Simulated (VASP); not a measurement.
```xyz
4
Lattice="1.6881 -5.3448 0.0000 1.6881 5.3448 0.0000 0.0000 0.0000 4.4676" Properties=species:S:1:pos:R:3 pbc="T T T"
P      1.6881     4.2577     4.1075
P      1.6881     1.0871     1.8737
P      1.6881    -1.0871     2.5939
P      1.6881    -4.2577     0.3601
```

All values below come from PBE GGA, VASP's PBE PAW potentials (set 64) (plane waves; VASP). Settings: 400 eV cut-off, 6×6×5 Γ-centred mesh, first-order Methfessel-Paxton smearing of 0.20 eV, potentials P.

Question: Give the force on each atom (eV/Å).

Answer: 
```tsv
atom	Fx	Fy	Fz
P1	0.000	0.316	-0.273
P2	0.000	-0.316	-0.273
P3	0.000	0.316	0.273
P4	0.000	-0.316	0.273
```

Question: Give the stress tensor in GPa (positive for a compressed cell).

Answer: 
```
-3.25   0.00   0.00
 0.00  -1.67   0.00
 0.00   0.00  -2.47
```
The pressure is its mean diagonal, -2.46 GPa.

The compound is P in the black structure. The cell was not relaxed at this level. The run is one of a series of settings (ISMEAR = 1, SIGMA = 0.2 against the base run), some of them coarse on purpose.
